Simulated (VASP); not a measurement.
These are B3LYP hybrid, VASP's PBE PAW potentials (set 64) (plane waves; VASP) values and carry that method's errors.

The input files of a VASP run:

**POSCAR**
```
MgC2
9.877430
  0.3961007064   0.0000000000   0.0000000000
  0.0000000000   0.3961007064   0.0000000000
  0.0000000000   0.0000000000   0.5000000000
Mg C
2 4
Cartesian
  0.1980503532   0.1980503532   0.0000000000
  0.0000000000   0.0000000000   0.2500000000
  0.3516027530   0.3516027530   0.0000000000
  0.0444979534   0.0444979534   0.0000000000
  0.2425483065   0.1535523998   0.2500000000
  0.1535523998   0.2425483065   0.2500000000
```

**KPOINTS**
```
Automatic mesh
0
Gamma
4 4 4
0 0 0
```

**INCAR**
```
AEXX = 0.2
AGGAC = 0.81
AGGAX = 0.72
ALDAC = 0.19
ALGO = Normal
EDIFF = 1E-6
ENCUT = 400
GGA = B3
HFRCUT = -1
ISIF = 2
ISMEAR = 0
ISYM = 3
LASPH = .TRUE.
LCHARG = .FALSE.
LHFCALC = .TRUE.
LREAL = .FALSE.
LWAVE = .FALSE.
NELM = 100
PREC = Accurate
PRECFOCK = Fast
SIGMA = 0.01
SYSTEM = MgC2
```

POTCAR, in this order: Mg C (PBE.64 set). Program: vasp_std.

The run wrote:

OSZICAR:
```
       N       E                     dE             d eps       ncg     rms          rms(c)
DAV:   1    -0.203915575139E+03   -0.20392E+03   -0.74548E+03   504   0.982E+02
DAV:   2    -0.284538660866E+03   -0.80623E+02   -0.77307E+02   670   0.175E+02
DAV:   3    -0.289297054082E+03   -0.47584E+01   -0.47402E+01   648   0.486E+01
DAV:   4    -0.289347358752E+03   -0.50305E-01   -0.50263E-01   596   0.574E+00
DAV:   5    -0.489536669548E+02    0.24039E+03   -0.16295E+00   588   0.912E+00    0.127E+01
DAV:   6    -0.421080043143E+02    0.68457E+01   -0.12591E+01   522   0.224E+01    0.612E+00
DAV:   7    -0.416390620077E+02    0.46894E+00   -0.45638E+00   618   0.132E+01    0.345E+00
DAV:   8    -0.417031752311E+02   -0.64113E-01   -0.42592E-01   594   0.413E+00    0.211E+00
DAV:   9    -0.416960066333E+02    0.71686E-02   -0.14614E-02   636   0.915E-01    0.118E+00
DAV:  10    -0.416902446018E+02    0.57620E-02   -0.45376E-03   624   0.521E-01    0.647E-01
DAV:  11    -0.416887529056E+02    0.14917E-02   -0.15765E-03   642   0.316E-01    0.353E-01
DAV:  12    -0.416883283781E+02    0.42453E-03   -0.32057E-04   648   0.166E-01    0.199E-01
DAV:  13    -0.416881948172E+02    0.13356E-03   -0.94058E-05   606   0.959E-02    0.115E-01
DAV:  14    -0.416881563331E+02    0.38484E-04   -0.36933E-05   600   0.594E-02    0.677E-02
DAV:  15    -0.416881465097E+02    0.98234E-05   -0.13374E-05   600   0.358E-02    0.406E-02
DAV:  16    -0.416881443916E+02    0.21180E-05   -0.47504E-06   558   0.216E-02    0.248E-02
DAV:  17    -0.416881441124E+02    0.27920E-06   -0.16549E-06   324   0.133E-02
   1 F= -.41688144E+02 E0= -.41688144E+02  d E =-.809689E-49
```

File OUTCAR:
```
------------------------ aborting loop because EDIFF is reached ----------------------------------------
  FORCE on cell =-STRESS in cart. coord.  units (eV):
  Direction    XX          YY          ZZ          XY          YZ          ZX
  --------------------------------------------------------------------------------------
  Total        0.0707727      0.0707727      0.7972538      0.0000000      0.0000000      0.0000000
  in kB        1.4999031      1.4999031     16.8963956      0.0000000      0.0000000      0.0000000
  external PRESSURE =       6.6320673 kB  Pullay stress =       0.0000000 kB
  volume of cell :       75.60
      direct lattice vectors                 reciprocal lattice vectors
     3.912457000  0.000000000  0.000000000     0.255593863  0.000000000  0.000000000
     0.000000000  3.912457000  0.000000000     0.000000000  0.255593863  0.000000000
     0.000000000  0.000000000  4.938715000     0.000000000  0.000000000  0.202481820
 POSITION                                       TOTAL-FORCE (eV/Angst)
 -----------------------------------------------------------------------------------
      1.95623      1.95623      0.00000        -0.000000      0.000000     -0.000000
      0.00000      0.00000      2.46936        -0.000000      0.000000     -0.000000
      3.47293      3.47293      0.00000         0.355547      0.355547      0.000000
      0.43953      0.43953      0.00000        -0.355547     -0.355547     -0.000000
      2.39575      1.51670      2.46936        -0.355547      0.355547      0.000000
      1.51670      2.39575      2.46936         0.355547     -0.355547     -0.000000
 -----------------------------------------------------------------------------------
    total drift:                                0.000002      0.000001      0.000000
  FREE ENERGIE OF THE ION-ELECTRON SYSTEM (eV)
  ---------------------------------------------------
  free  energy   TOTEN  =       -41.6881441124 eV

  energy  without entropy=      -41.6881441124  energy(sigma->0) =      -41.68814411

  exchange ACFDT corr.  =         0.00000000  see jH, gK, PRB 81, 115126
```
(Selected blocks of OUTCAR.)

### OUTCAR
```
 val. band max:        0.3460983312   @ k =   0.2500   0.2500   0.0000

 cond. band min:       4.6942377445   @ k =   0.0000   0.0000   0.0000


 Fermi energy:         0.4486130842

 k-point     1 :       0.0000    0.0000    0.0000
  band No.  band energies     occupation
      1     -13.6279      2.00000
      2     -12.6868      2.00000
      3      -3.1648      2.00000
      4      -2.9448      2.00000
      5      -2.8668      2.00000
      6      -2.8668      2.00000
      7      -1.1966      2.00000
      8       0.1441      2.00000
      9       0.1917      2.00000
     10       0.1917      2.00000
     11       4.6942      0.00000
     12       7.5711      0.00000
     13       7.9952      0.00000
     14       7.9952      0.00000

 k-point     2 :       0.2500    0.0000    0.0000
  band No.  band energies     occupation
      1     -13.4239      2.00000
      2     -12.7350      2.00000
      3      -3.8108      2.00000
      4      -3.7695      2.00000
      5      -2.7413      2.00000
      6      -2.2067      2.00000
      7      -0.8573      2.00000
      8      -0.3899      2.00000
      9      -0.1044      2.00000
     10       0.2117      2.00000
     11       6.1020      0.00000
     12       7.7697      0.00000
     13       8.0509      0.00000
     14       8.1293      0.00000

 k-point     3 :       0.5000    0.0000    0.0000
  band No.  band energies     occupation
      1     -12.9978      2.00000
      2     -12.9978      2.00000
      3      -4.3742      2.00000
      4      -4.3742      2.00000
      5      -1.6297      2.00000
      6      -1.6297      2.00000
      7      -1.4036      2.00000
      8      -1.4036      2.00000
      9       0.0917      2.00000
     10       0.0917      2.00000
     11       7.6978      0.00000
     12       7.6978      0.00000
     13       7.8870      0.00000
     14       7.8870      0.00000

 k-point     4 :       0.2500    0.2500    0.0000
  band No.  band energies     occupation
...
```

At this cut-off the stress carries a Pulay error, which pulls relaxed volumes low.

The structure comes from a computed database's MgC2 entry; how it stands against other phases isn't given here. The cell was not relaxed at this level. The run is one of a series of settings (AEXX = 0.2, AGGAC = 0.81, AGGAX = 0.72, ALDAC = 0.19, GGA = B3, HFRCUT = -1, ISYM = 3, LHFCALC = .TRUE., PRECFOCK = Fast, KPOINTS 4×4×4 Γ-centred mesh, POTCAR Mg C (PBE.64 set) against the base run), some of them coarse on purpose.
